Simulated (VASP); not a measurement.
These are LDA (Ceperley-Alder, Perdew-Zunger), VASP's LDA PAW potentials (set 64) (plane waves; VASP) values and carry that method's errors.

VASP input:

### KPOINTS
```
Regular mesh
0
Gamma
1 1 1
0.5 0.5 0.5
```

### INCAR
```
ENCUT  =  180
LREAL  =  .FALSE.   # projection in real space or not
EDIFF  =  1E-6
PREC  =  Accurate
NELM  =  100   # most electronic steps
LMAXMIX  =  6
ISMEAR  =  1
LCHARG  =  .FALSE.
SYSTEM  =  TiPt3
LWAVE  =  .FALSE.
ALGO  =  Normal
SIGMA  =  0.136   # width (eV)
ISIF  =  2   # forces and stress, cell fixed
LASPH  =  .TRUE.
```

File POSCAR:
```
TiPt3
1
    3.9245300000     0.0000000000     0.0000000000
    0.0000000000     3.9245300000     0.0000000000
    0.0000000000     0.0000000000     3.9245300000
Ti Pt
1 3
Direct
  0.0013780000   0.0082000000   0.0086580000
  0.4995860000   0.4878930000  -0.0115510000
 -0.0129860000   0.5002690000   0.5144710000
  0.5120220000   0.0036380000   0.4884210000
```

POTCAR, in this order: Ti_sv Pt (LDA.64 set). Program: vasp_std.

The run wrote:

OUTCAR:
```
 ion  position               nearest neighbor table
   1  0.001  0.008  0.009-   4 2.69   2 2.72   2 2.73   3 2.74   4 2.75   3 2.77   3 2.78   4 2.80
                             3 2.81   2 2.83   2 2.84   4 2.86
   2  0.500  0.488  0.988-   3 2.67   1 2.72   1 2.73   4 2.73   4 2.73   3 2.74   3 2.81   4 2.82
                             4 2.82   1 2.83   1 2.84   3 2.88
   3  0.987  0.500  0.514-   2 2.67   4 2.70   4 2.72   1 2.74   2 2.74   1 2.77   1 2.78   1 2.81
                             2 2.81   4 2.84   4 2.86   2 2.88
   4  0.512  0.004  0.488-   1 2.69   3 2.70   3 2.72   2 2.73   2 2.73   1 2.75   1 2.80   2 2.82
                             2 2.82   3 2.84   3 2.86   1 2.86
  LATTYP: Found a simple cubic cell.
 ALAT       =     3.9245300000
 Subroutine PRICEL returns:
 Original cell was already a primitive cell.
 Subroutine GETGRP returns: Found  1 space group operations
The static configuration has the point symmetry C_1 .
The dynamic configuration has the point symmetry C_1 .
 Subroutine INISYM returns: Found  1 space group operations
 Subroutine IBZKPT returns following result:
 Found      1 irreducible k-points:

 Following reciprocal coordinates:
            Coordinates               Weight
  0.500000  0.500000  0.500000      1.000000
   k-points           NKPTS =      1   k-points in BZ     NKDIM =      1   number of bands    NBANDS=     25
   number of dos      NEDOS =    301   number of ions     NIONS =      4
...
```

### OSZICAR
```
       N       E                     dE             d eps       ncg     rms          rms(c)
DAV:   1     0.149635664028E+03    0.14964E+03   -0.10828E+04    58   0.775E+02
DAV:   2    -0.141439156293E+02   -0.16378E+03   -0.16057E+03    50   0.240E+02
DAV:   3    -0.248044556038E+02   -0.10661E+02   -0.10457E+02    76   0.513E+01
DAV:   4    -0.249730249656E+02   -0.16857E+00   -0.16845E+00    52   0.660E+00
DAV:   5    -0.249795919694E+02   -0.65670E-02   -0.65666E-02    75   0.124E+00    0.414E+01
DAV:   6    -0.174060088084E+02    0.75736E+01   -0.46085E+01    59   0.338E+01    0.209E+01
DAV:   7    -0.188795225144E+02   -0.14735E+01   -0.56453E+01    67   0.222E+01    0.195E+01
DAV:   8    -0.160450140158E+02    0.28345E+01   -0.43718E+01    59   0.238E+01    0.112E+01
DAV:   9    -0.158772519955E+02    0.16776E+00   -0.53006E+00    67   0.458E+00    0.907E+00
DAV:  10    -0.154779710732E+02    0.39928E+00   -0.20787E+00    67   0.652E+00    0.340E+00
DAV:  11    -0.155010603363E+02   -0.23089E-01   -0.14237E+00    75   0.346E+00    0.315E+00
DAV:  12    -0.154454969508E+02    0.55563E-01   -0.11373E+00    75   0.226E+00    0.178E+00
DAV:  13    -0.154244013333E+02    0.21096E-01   -0.22787E-01    60   0.128E+00    0.946E-01
DAV:  14    -0.154445946493E+02   -0.20193E-01   -0.32964E-01    67   0.105E+00    0.191E+00
DAV:  15    -0.154184531737E+02    0.26141E-01   -0.16064E-01    67   0.778E-01    0.491E-01
DAV:  16    -0.154179515569E+02    0.50162E-03   -0.10164E-02    76   0.293E-01    0.207E-01
DAV:  17    -0.154176619307E+02    0.28963E-03   -0.12888E-03    59   0.108E-01    0.160E-01
DAV:  18    -0.154175224134E+02    0.13952E-03   -0.80887E-04    76   0.566E-02    0.521E-02
DAV:  19    -0.154175163583E+02    0.60551E-05   -0.14318E-04    59   0.273E-02    0.228E-02
DAV:  20    -0.154175134945E+02    0.28638E-05   -0.22724E-05    52   0.890E-03    0.581E-03
DAV:  21    -0.154175132711E+02    0.22348E-06   -0.14118E-06    35   0.362E-03
   1 F= -.15417513E+02 E0= -.15382471E+02  d E =-.105128E+00
```

OUTCAR:
```
------------------------ aborting loop because EDIFF is reached ----------------------------------------
  FORCE on cell =-STRESS in cart. coord.  units (eV):
  Direction    XX          YY          ZZ          XY          YZ          ZX
  --------------------------------------------------------------------------------------
  Total      -30.9891932    -32.6490956    -32.6639051     -0.1993941     -0.3749210      2.2325090
  in kB     -821.4060402   -865.4037608   -865.7963041     -5.2851808     -9.9377334     59.1753501
  external PRESSURE =    -850.8687017 kB  Pullay stress =       0.0000000 kB
  volume of cell :       60.45
      direct lattice vectors                 reciprocal lattice vectors
     3.924530000  0.000000000  0.000000000     0.254807582  0.000000000  0.000000000
     0.000000000  3.924530000  0.000000000     0.000000000  0.254807582  0.000000000
     0.000000000  0.000000000  3.924530000     0.000000000  0.000000000  0.254807582
 POSITION                                       TOTAL-FORCE (eV/Angst)
 -----------------------------------------------------------------------------------
      0.00541      0.03218      0.03398        -0.457826      1.031750      0.158616
      1.96064      1.91475      3.87920        -0.188653     -2.261679     -0.911158
      3.87357      1.96332      2.01906        -1.306378      0.081128      2.536946
      2.00945      0.01428      1.91682         1.952857      1.148800     -1.784404
 -----------------------------------------------------------------------------------
    total drift:                               -0.000375     -0.000668     -0.001241
  FREE ENERGIE OF THE ION-ELECTRON SYSTEM (eV)
  ---------------------------------------------------
  free  energy   TOTEN  =       -15.4175132711 eV

  energy  without entropy=      -15.3123850000  energy(sigma->0) =      -15.38247051
```
(Selected blocks of OUTCAR.)

At this cut-off the stress carries a Pulay error, which pulls relaxed volumes low.

The structure comes from a computed database's TiPt3 entry; how it stands against other phases isn't given here. The cell was not relaxed at this level, atoms are displaced from their ideal sites. The k-mesh is coarse (spacing up to 1.60 per Å, 2π included), so the numbers may not be converged in it. The run is one of a series of settings (ENCUT = 180, GGA removed, KPOINTS 1×1×1 Γ-centred mesh shifted by (0.5, 0.5, 0.5), POTCAR Ti_sv Pt (LDA.64 set) against the base run), some of them coarse on purpose.
